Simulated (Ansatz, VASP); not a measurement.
# Cross-check of TePt between VASP and Ansatz

Wanted: the spread between two codes on one cell, functional and k mesh. The cell is taken from a series of VASP runs on this material, whose earlier steps may have relaxed, scaled or displaced it; both programs get it as it stands.

Main program and level: Ansatz 0.2.0; plane waves, with VASP 6.6.1 beside it; zone-centre phonons at PBEsol.

**1. The starting structure**

Symmetry: R-3m, No. 166, trigonal system. The conventional cell has a = 3.955 Å, b = 3.955 Å, c = 19.880 Å, α = 90.00°, β = 90.00°, γ = 120.00°. Nearest to Te lie 3 Pt at 2.59 Å. Pt has 3 Te at 2.59 Å and 3 Pt at 2.71 Å nearest. Farther neighbours and most contacts between anions are not listed.

Coordinates:

```xyz
4
Lattice="1.9773 1.1416 6.6268 -1.9773 1.1416 6.6268 0.0000 -2.2831 6.6268" Properties=species:S:1:pos:R:3 pbc="T T T"
Te    0.0000    0.0000   11.9029
Te    0.0000    0.0000    7.9774
Pt    0.0000    0.0000   17.2968
Pt    0.0000    0.0000    2.5835
```

**2. VASP: zone-centre phonons, PBEsol**

Second derivatives magnify differences that forces hide, and they need a tight electronic threshold.

Lines of VASP's logs that name or quote its potential files are left out, and so is its time.

Contents of INCAR:

```
SYSTEM = TePt
PREC = Accurate
ENCUT = 400
EDIFF = 1E-08
NELM = 100
ISMEAR = 1
SIGMA = 0.2
LREAL = .FALSE.
ALGO = Normal
GGA = PS
NBANDS = 22
LASPH = .TRUE.
LORBIT = 11
LWAVE = .FALSE.
LCHARG = .FALSE.
KPAR = 4
IBRION = 8
ISIF = 2
```

Contents of POSCAR:

```
TePt
1.0
    1.9772619222      1.1415727030      6.6267833343
   -1.9772619222      1.1415727030      6.6267833343
    0.0000000000     -2.2831454061      6.6267833343
Te Pt
2 2
Direct
    0.5987281417      0.5987281417      0.5987281417
    0.4012718583      0.4012718583      0.4012718583
    0.8700474103      0.8700474103      0.8700474103
    0.1299525897      0.1299525897      0.1299525897
```

Contents of KPOINTS:

```
Automatic mesh
0
Gamma
11 11 11
0 0 0
```

PAW data sets: Te and Pt (PBE family, release 64).

Started as:

```bash
> mpirun -np 4 vasp_std
```

Numbers of over 12 decimals in the logs are rounded to 6 here.

The log of the run:

```text
[banner, memory and clock lines left out]
running    4 mpi-ranks, on    1 nodes
 distrk:  each k-point on    1 cores,    4 groups
 distr:  one band on    1 cores,    1 groups

 POSCAR found type information on POSCAR TePt
 POSCAR found :  2 types and       4 ions
|                                                                             |
|               ----> ADVICE to this user running VASP <----                  |
|                                                                             |
|     You enforced a specific xc type in the INCAR file but a different       |
|     [... a line on the potential file left out ...]
|     I HOPE YOU KNOW WHAT YOU ARE DOING!                                     |
|                                                                             |

 LDA part: xc-table for (Slater+PW92), standard interpolation
 POSCAR, INCAR and KPOINTS ok, starting setup
 FFT: planning ... GRIDC
 FFT: planning ... GRID_SOFT
 FFT: planning ... GRID
 WAVECAR not read
 entering main loop
       N       E                     dE             d eps       ncg     rms          rms(c)
DAV:   1     0.142371160395E+03    0.14237E+03   -0.12161E+04  6432   0.104E+03
DAV:   2    -0.167565093241E+02   -0.15913E+03   -0.14869E+03  7854   0.215E+02
DAV:   3    -0.230322989639E+02   -0.62758E+01   -0.61615E+01  7804   0.431E+01
DAV:   4    -0.231219415685E+02   -0.89643E-01   -0.89604E-01  7856   0.575E+00
DAV:   5    -0.231234219723E+02   -0.14804E-02   -0.14803E-02  7840   0.688E-01    0.166E+01
DAV:   6    -0.225239537067E+02    0.59947E+00   -0.19519E+00  7048   0.115E+01    0.941E+00
DAV:   7    -0.224049150567E+02    0.11904E+00   -0.39598E-01  6586   0.553E+00    0.314E+00
DAV:   8    -0.223614466581E+02    0.43468E-01   -0.12953E-01  6964   0.306E+00    0.115E+00
DAV:   9    -0.223608622770E+02    0.58438E-03   -0.13110E-02  7488   0.708E-01    0.454E-01
DAV:  10    -0.223602763510E+02    0.58593E-03   -0.33312E-03  7252   0.399E-01    0.102E-01
DAV:  11    -0.223602420000E+02    0.34351E-04   -0.17527E-04  7408   0.823E-02    0.462E-02
DAV:  12    -0.223602414546E+02    0.54536E-06   -0.18431E-05  7642   0.304E-02    0.370E-02
DAV:  13    -0.223602404486E+02    0.10060E-05   -0.25133E-06  7314   0.119E-02    0.129E-02
DAV:  14    -0.223602400322E+02    0.41641E-06   -0.89539E-07  7528   0.625E-03    0.119E-03
DAV:  15    -0.223602400265E+02    0.56320E-08   -0.13252E-07  7362   0.244E-03    0.875E-04
DAV:  16    -0.223602400251E+02    0.14657E-08   -0.76730E-09  4160   0.561E-04
   1 F= -.22360240E+02 E0= -.22360602E+02  d E =0.108668E-02
 Linear response reoptimize wavefunctions to high precision
DAV:   1    -0.223602400001E+02    0.24934E-07   -0.79754E-10  5108   0.200E-04
DAV:   2    -0.223602400002E+02   -0.19099E-10   -0.10048E-10  3812   0.694E-05
 Linear response DOF=           4
 Linear response progress:
  Degree of freedom:   1/  4
       N       E                     dE             d eps       ncg     rms          rms(c)
RMM:   1    -0.426316005847E-01   -0.42632E-01    0.37526E-02 75001   0.102E+00
RMM:   2    -0.417915620271E-01    0.84004E-03   -0.14340E-03 45455   0.199E-01    0.105E-01
RMM:   3    -0.416403222683E-01    0.15124E-03   -0.79089E-05 48234   0.487E-02    0.669E-02
RMM:   4    -0.414936244079E-01    0.14670E-03   -0.34559E-05 48844   0.292E-02    0.958E-03
RMM:   5    -0.414831327011E-01    0.10492E-04   -0.17814E-06 49208   0.712E-03    0.437E-03
RMM:   6    -0.414811628207E-01    0.19699E-05   -0.24878E-07 49762   0.254E-03    0.177E-03
RMM:   7    -0.414823361568E-01   -0.11733E-05   -0.54285E-08 49469   0.721E-04    0.632E-04
RMM:   8    -0.414821746673E-01    0.16149E-06    0.23543E-08 50055   0.231E-04    0.203E-04
RMM:   9    -0.414820115493E-01    0.16312E-06    0.32752E-08 49986   0.921E-05    0.616E-05
RMM:  10    -0.414818774720E-01    0.13408E-06   -0.14050E-08 49497   0.450E-05    0.942E-06
RMM:  11    -0.414818645647E-01    0.12907E-07   -0.44831E-08 51052   0.139E-05    0.439E-06
RMM:  12    -0.414818631892E-01    0.13755E-08   -0.52775E-09 47280   0.605E-06    0.925E-07
 first order change of Fermi-energy  -0.37687E-05
 force on displaced ion       1 direction 1 :  -7.502   0.001   0.000
 Linear response progress:
  Degree of freedom:   2/  4
       N       E                     dE             d eps       ncg     rms          rms(c)
RMM:   1    -0.619151719812E-01   -0.61915E-01    0.31288E-02 16414   0.104E+00
RMM:   2    -0.595323858835E-01    0.23828E-02   -0.15700E-03  9861   0.204E-01    0.150E-01
RMM:   3    -0.593069088715E-01    0.22548E-03   -0.17170E-04 10427   0.576E-02    0.104E-01
RMM:   4    -0.591666700146E-01    0.14024E-03   -0.63345E-05 10468   0.444E-02    0.439E-02
RMM:   5    -0.591185604912E-01    0.48110E-04   -0.21343E-05 10495   0.240E-02    0.122E-02
RMM:   6    -0.591248406879E-01   -0.62802E-05   -0.25315E-06 10605   0.901E-03    0.716E-03
RMM:   7    -0.591291056079E-01   -0.42649E-05   -0.72196E-07 10537   0.348E-03    0.329E-03
RMM:   8    -0.591306806447E-01   -0.15750E-05   -0.82487E-08 10762   0.106E-03    0.570E-04
RMM:   9    -0.591299810910E-01    0.69955E-06    0.48118E-08 10933   0.350E-04    0.188E-04
RMM:  10    -0.591297088455E-01    0.27225E-06   -0.13651E-07 10927   0.104E-04    0.548E-05
RMM:  11    -0.591296199798E-01    0.88866E-07   -0.13725E-07 11054   0.432E-05    0.152E-05
RMM:  12    -0.591296415053E-01   -0.21526E-07   -0.14690E-07 10920   0.180E-05    0.596E-06
RMM:  13    -0.591296431696E-01   -0.16643E-08   -0.24631E-08 11046   0.610E-06    0.439E-06
 first order change of Fermi-energy  -0.26709E+00
 force on displaced ion       1 direction 3 :   0.000   0.000  -8.378
 Linear response progress:
  Degree of freedom:   3/  4
       N       E                     dE             d eps       ncg     rms          rms(c)
RMM:   1    -0.259982334308E+00   -0.25998E+00   -0.27596E-01 48721   0.310E+00
RMM:   2    -0.253003179010E+00    0.69792E-02   -0.56050E-03 44040   0.426E-01    0.173E-01
RMM:   3    -0.253010855865E+00   -0.76769E-05   -0.23129E-04 47578   0.925E-02    0.105E-01
RMM:   4    -0.253471067333E+00   -0.46021E-03   -0.35370E-04 47844   0.995E-02    0.144E-02
RMM:   5    -0.253437745010E+00    0.33322E-04   -0.14031E-05 48409   0.233E-02    0.730E-03
RMM:   6    -0.253434637498E+00    0.31075E-05   -0.17987E-06 49178   0.691E-03    0.156E-03
RMM:   7    -0.253417545262E+00    0.17092E-04   -0.46058E-07 48550   0.335E-03    0.102E-03
RMM:   8    -0.253410845135E+00    0.67001E-05   -0.12695E-07 48829   0.149E-03    0.175E-04
RMM:   9    -0.253409810163E+00    0.10350E-05   -0.55893E-07 51931   0.409E-04    0.937E-05
RMM:  10    -0.253409445234E+00    0.36493E-06   -0.41925E-08 49341   0.146E-04    0.267E-05
RMM:  11    -0.253409463689E+00   -0.18455E-07    0.17435E-09 51283   0.384E-05    0.136E-05
RMM:  12    -0.253409483720E+00   -0.20031E-07    0.22398E-09 49831   0.216E-05    0.352E-06
RMM:  13    -0.253409491251E+00   -0.75312E-08   -0.21943E-10 51764   0.115E-05    0.129E-06
 first order change of Fermi-energy  -0.18792E-04
 force on displaced ion       3 direction 1 : -12.047   0.011  -0.001
 Linear response progress:
  Degree of freedom:   4/  4
       N       E                     dE             d eps       ncg     rms          rms(c)
RMM:   1    -0.279825879447E+00   -0.27983E+00   -0.28527E-01 10804   0.312E+00
RMM:   2    -0.271916928239E+00    0.79090E-02   -0.57592E-03  9639   0.442E-01    0.211E-01
RMM:   3    -0.271631108634E+00    0.28582E-03   -0.61689E-04 10078   0.135E-01    0.127E-01
RMM:   4    -0.271786278353E+00   -0.15517E-03   -0.41279E-04 10277   0.104E-01    0.471E-02
RMM:   5    -0.271907593810E+00   -0.12132E-03   -0.71039E-05 10379   0.428E-02    0.180E-02
RMM:   6    -0.271906080868E+00    0.15129E-05   -0.12048E-05 10386   0.167E-02    0.748E-03
RMM:   7    -0.271894022274E+00    0.12059E-04   -0.18737E-06 10515   0.730E-03    0.281E-03
RMM:   8    -0.271876573509E+00    0.17449E-04   -0.18789E-07 10721   0.225E-03    0.105E-03
RMM:   9    -0.271863748787E+00    0.12825E-04   -0.10644E-08 10666   0.695E-04    0.235E-04
RMM:  10    -0.271861389219E+00    0.23596E-05    0.13286E-08 10964   0.182E-04    0.581E-05
RMM:  11    -0.271860934105E+00    0.45511E-06   -0.54210E-08 10972   0.445E-05    0.190E-05
RMM:  12    -0.271860898604E+00    0.35502E-07   -0.28376E-09 10976   0.211E-05    0.454E-06
RMM:  13    -0.271860901319E+00   -0.27159E-08   -0.85657E-09 10955   0.911E-06    0.241E-06
 first order change of Fermi-energy  -0.32193E-01
 force on displaced ion       3 direction 3 :   0.000   0.000 -10.843
 Linear response finished
```

OUTCAR, selected parts (step 2):

```text
ion  position               nearest neighbor table
   1  0.599  0.599  0.599-   3 2.59   3 2.59   3 2.59   4 3.53   4 3.53   4 3.53   2 3.54   2 3.54
                             2 3.54
   2  0.401  0.401  0.401-   4 2.59   4 2.59   4 2.59   3 3.53   3 3.53   3 3.53   1 3.54   1 3.54
                             1 3.54
   3  0.870  0.870  0.870-   1 2.59   1 2.59   1 2.59   4 2.71   4 2.71   4 2.71   2 3.53   2 3.53
                             2 3.53
   4  0.130  0.130  0.130-   2 2.59   2 2.59   2 2.59   3 2.71   3 2.71   3 2.71   1 3.53   1 3.53
                             1 3.53

  LATTYP: Found a trigonal (rhomboedric) cell.
 ALAT       =     7.0090662934
 COS(alpha) =     0.8408384844

 Subroutine GETGRP returns: Found 12 space group operations
 (whereof 12 operations were pure point group operations)

The static configuration has the point symmetry D_3d.

 Found    146 irreducible k-points:

   k-points           NKPTS =    146   k-points in BZ     NKDIM =    146   number of bands    NBANDS=     22

   dimension x,y,z NGX =    48 NGY =   48 NGZ =   48
   dimension x,y,z NGXF=    96 NGYF=   96 NGZF=   96

   ENCUT  =  400.0 eV  29.40 Ry    5.42 a.u.  11.43 11.43 11.43*2*pi/ulx,y,z

   NELECT =      32.0000    total number of electrons

 k-points in reciprocal lattice and weights: Automatic mesh
   0.00000000  0.00000000  0.00000000       0.001
   0.09090909  0.00000000  0.00000000       0.005
   0.18181818 -0.00000000 -0.00000000       0.005
   0.27272727 -0.00000000 -0.00000000       0.005
   0.36363636 -0.00000000 -0.00000000       0.005
   0.45454545  0.00000000  0.00000000       0.005
   0.09090909  0.09090909  0.00000000       0.005
   0.18181818  0.09090909  0.00000000       0.009
   0.27272727  0.09090909 -0.00000000       0.009
[...]
0.45454545  0.45454545  0.45454545       0.002
  -0.45454545  0.45454545  0.45454545       0.005

 average (electrostatic) potential at core
       1 -86.3655       2 -86.3655       3 -65.4201       4 -65.4201

  Total        0.0432734      0.0432734     -0.0074447      0.0000000      0.0000000      0.0000000
  in kB        0.7725203      0.7725203     -0.1329028      0.0000000      0.0000000      0.0000000
  external PRESSURE =       0.4707126 kB  Pullay stress =       0.0000000 kB

  energy-cutoff  :      400.00
  volume of cell :       89.75
      direct lattice vectors                 reciprocal lattice vectors
     1.977261922  1.141572703  6.626783334     0.252874945  0.145997418  0.050300925
    -1.977261922  1.141572703  6.626783334    -0.252874945  0.145997418  0.050300925
     0.000000000 -2.283145406  6.626783334     0.000000000 -0.291994835  0.050300925

 POSITION                                       TOTAL-FORCE (eV/Angst)
 -----------------------------------------------------------------------------------
      0.00000     -0.00000     11.90293         0.000000      0.000000     -0.007031
      0.00000     -0.00000      7.97742         0.000000     -0.000000      0.007031
      0.00000     -0.00000     17.29685         0.000000      0.000000     -0.027975
      0.00000     -0.00000      2.58350         0.000000     -0.000000      0.027975
 -----------------------------------------------------------------------------------
    total drift:                                0.000000     -0.000000      0.000000

 Eigenvectors and eigenvalues of the dynamical matrix
 ----------------------------------------------------

   1 f  =    5.382320 THz    33.818117 2PiTHz  179.534886 cm-1    22.259479 meV
             X         Y         Z           dx          dy          dz
      0.000000 -0.000000 11.902925    -0.422491   -0.000002    0.000000
      0.000000 -0.000000  7.977425     0.422491    0.000002   -0.000000
      0.000000 -0.000000 17.296847     0.567011    0.000002   -0.000000
      0.000000 -0.000000  2.583503    -0.567011   -0.000002    0.000000

   2 f  =    5.382320 THz    33.818117 2PiTHz  179.534886 cm-1    22.259479 meV
             X         Y         Z           dx          dy          dz
      0.000000 -0.000000 11.902925    -0.000002    0.422491   -0.000000
      0.000000 -0.000000  7.977425     0.000002   -0.422491    0.000000
      0.000000 -0.000000 17.296847     0.000002   -0.567011    0.000000
      0.000000 -0.000000  2.583503    -0.000002    0.567011   -0.000000

   3 f  =    5.121376 THz    32.178555 2PiTHz  170.830720 cm-1    21.180300 meV
             X         Y         Z           dx          dy          dz
      0.000000 -0.000000 11.902925    -0.000000   -0.000000   -0.510584
      0.000000 -0.000000  7.977425     0.000000    0.000000    0.510584
      0.000000 -0.000000 17.296847     0.000000    0.000000    0.489187
      0.000000 -0.000000  2.583503    -0.000000   -0.000000   -0.489187

   4 f  =    4.771016 THz    29.977180 2PiTHz  159.143977 cm-1    19.731330 meV
             X         Y         Z           dx          dy          dz
      0.000000 -0.000000 11.902925    -0.549810    0.000003   -0.000000
      0.000000 -0.000000  7.977425    -0.549810    0.000003   -0.000000
      0.000000 -0.000000 17.296847     0.444644   -0.000002    0.000000
      0.000000 -0.000000  2.583503     0.444644   -0.000002    0.000000

   5 f  =    4.771016 THz    29.977180 2PiTHz  159.143977 cm-1    19.731330 meV
             X         Y         Z           dx          dy          dz
      0.000000 -0.000000 11.902925     0.000003    0.549810   -0.000000
      0.000000 -0.000000  7.977425     0.000003    0.549810   -0.000000
      0.000000 -0.000000 17.296847    -0.000002   -0.444644    0.000000
      0.000000 -0.000000  2.583503    -0.000002   -0.444644    0.000000

   6 f  =    4.551078 THz    28.595266 2PiTHz  151.807620 cm-1    18.821738 meV
             X         Y         Z           dx          dy          dz
      0.000000 -0.000000 11.902925    -0.000000    0.000000    0.549783
      0.000000 -0.000000  7.977425    -0.000000    0.000000    0.549783
      0.000000 -0.000000 17.296847     0.000000   -0.000000   -0.444678
      0.000000 -0.000000  2.583503     0.000000   -0.000000   -0.444678

   7 f  =    3.510253 THz    22.055572 2PiTHz  117.089447 cm-1    14.517235 meV
             X         Y         Z           dx          dy          dz
      0.000000 -0.000000 11.902925     0.000000    0.000000   -0.489187
      0.000000 -0.000000  7.977425     0.000000   -0.000000    0.489187
      0.000000 -0.000000 17.296847     0.000000    0.000000   -0.510584
      0.000000 -0.000000  2.583503    -0.000000   -0.000000    0.510584

   8 f  =    2.684942 THz    16.869988 2PiTHz   89.560023 cm-1    11.104023 meV
             X         Y         Z           dx          dy          dz
      0.000000 -0.000000 11.902925     0.567011   -0.000014   -0.000000
      0.000000 -0.000000  7.977425    -0.567011    0.000014    0.000000
      0.000000 -0.000000 17.296847     0.422491   -0.000011   -0.000000
      0.000000 -0.000000  2.583503    -0.422491    0.000011    0.000000

   9 f  =    2.684942 THz    16.869988 2PiTHz   89.560023 cm-1    11.104023 meV
             X         Y         Z           dx          dy          dz
      0.000000 -0.000000 11.902925    -0.000014   -0.567011   -0.000000
      0.000000 -0.000000  7.977425     0.000014    0.567011    0.000000
      0.000000 -0.000000 17.296847    -0.000011   -0.422491   -0.000000
      0.000000 -0.000000  2.583503     0.000011    0.422491    0.000000

  10 f/i=    0.000104 THz     0.000655 2PiTHz    0.003475 cm-1     0.000431 meV
             X         Y         Z           dx          dy          dz
      0.000000 -0.000000 11.902925    -0.372110    0.243397    0.000000
      0.000000 -0.000000  7.977425    -0.372110    0.243397    0.000000
      0.000000 -0.000000 17.296847    -0.460121    0.300965    0.000000
      0.000000 -0.000000  2.583503    -0.460121    0.300965    0.000000

  11 f/i=    0.000104 THz     0.000655 2PiTHz    0.003475 cm-1     0.000431 meV
             X         Y         Z           dx          dy          dz
      0.000000 -0.000000 11.902925    -0.243397   -0.372110   -0.000000
      0.000000 -0.000000  7.977425    -0.243397   -0.372110   -0.000000
      0.000000 -0.000000 17.296847    -0.300965   -0.460121   -0.000000
      0.000000 -0.000000  2.583503    -0.300965   -0.460121   -0.000000

  12 f/i=    0.000177 THz     0.001114 2PiTHz    0.005915 cm-1     0.000733 meV
             X         Y         Z           dx          dy          dz
      0.000000 -0.000000 11.902925     0.000000   -0.000000    0.444678
      0.000000 -0.000000  7.977425     0.000000   -0.000000    0.444678
      0.000000 -0.000000 17.296847     0.000000   -0.000000    0.549783
      0.000000 -0.000000  2.583503     0.000000   -0.000000    0.549783

 ELASTIC MODULI CONTR FROM IONIC RELAXATION (kBar)
 Direction    XX          YY          ZZ          XY          YZ          ZX
 --------------------------------------------------------------------------------
 XX        -980.2986   -233.6884   -558.7244     -0.0000   -454.5025     -0.0000
 YY        -233.6884   -980.2986   -558.7244      0.0000    454.5025      0.0000
 ZZ        -558.7244   -558.7244   -518.2166     -0.0000      0.0000     -0.0000
 XY          -0.0000      0.0000     -0.0000   -373.3051     -0.0000   -427.8322
 YZ        -454.5025    454.5025      0.0000     -0.0000   -568.0692     -0.0000
 ZX          -0.0000      0.0000     -0.0000   -427.8322     -0.0000   -503.0069
 --------------------------------------------------------------------------------
```

(Continued in part 2 of 2.)

[Lines on the potential files, build, host, timing and source positions are cut from VASP's logs without a mark.]

[Logs are printed without paths, hosts, clocks, repeated set-up lines and the standing remarks that a program may print on its own settings, such as how far it seeks lower states.]

[Hosts, paths, dates, database ids (printed as entryN), source tags and the programs' standing remarks are cut or masked in the printed files.]
